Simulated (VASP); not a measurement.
Here is the system:

```xyz
10
Lattice="2.3578 1.3613 4.2908 -2.3578 1.3613 4.2908 0.0000 -2.7226 4.2908" Properties=species:S:1:pos:R:3 pbc="T T T"
Al     0.0000     0.0000     1.9038
Al     0.0000     0.0000    10.9685
Al     0.0000     0.0000     4.5323
Al     0.0000     0.0000     8.3400
O      0.9142     1.3613     7.5088
O     -0.9142    -1.3613     5.3635
O     -1.6360     0.1111     7.5088
O      1.6360    -0.1111     5.3635
O      0.7218    -1.4723     7.5088
O     -0.7218     1.4723     5.3635
```

Calculation: LDA (Ceperley-Alder, Perdew-Zunger), VASP's LDA PAW potentials (set 64) (plane waves; VASP 6.6.1). Numerical set-up: 400 eV cut-off, 5×5×5 Γ-centred mesh shifted by (0.5, 0.5, 0.5), Gaussian smearing of 0.010 eV, potentials Al O.

Q: Give the electronic dielectric tensor ε∞ (DFPT, local fields included).

A: 
```
3.21  0.00  0.00
0.00  3.21  0.00
0.00  0.00  3.18
```

Q: Give the Born effective charges.

A: 
```csv
atom,Z*xx,Z*yy,Z*zz,mean
Al1,2.93,2.93,2.90,2.92
Al2,2.93,2.93,2.90,2.92
Al3,2.93,2.93,2.90,2.92
Al4,2.93,2.93,2.90,2.92
O5,-2.05,-1.86,-1.93,-1.95
O6,-2.05,-1.86,-1.93,-1.95
O7,-1.91,-2.00,-1.93,-1.95
O8,-1.91,-2.00,-1.93,-1.95
O9,-1.91,-2.00,-1.93,-1.95
O10,-1.91,-2.00,-1.93,-1.95
```

Q: And the static tensor with the ions free?

A: 
```
8.90  0.00  0.00
0.00  8.90  0.00
0.00  0.00  10.8
```

Q: Which frequencies do the optical Γ-point modes have (no LO-TO splitting)?

A: 317, 378 (×2), 396 (×2), 401, 423, 443 (×2), 448 (×2), 453 (×2), 538, 587 (×2), 593 (×2), 607, 609, 648 (×2), 653, 699, 765, 768 (×2) cm⁻¹.

The structure comes from a computed database's Al2O3 entry; how it stands against other phases isn't given here. The cell was not relaxed at this level. The run is one of a series of settings (EDIFF = 1E-8, GGA removed, IBRION = 8, LEPSILON = .TRUE., NSW = 1, POTCAR Al O (LDA.64 set) against the base run), some of them coarse on purpose.
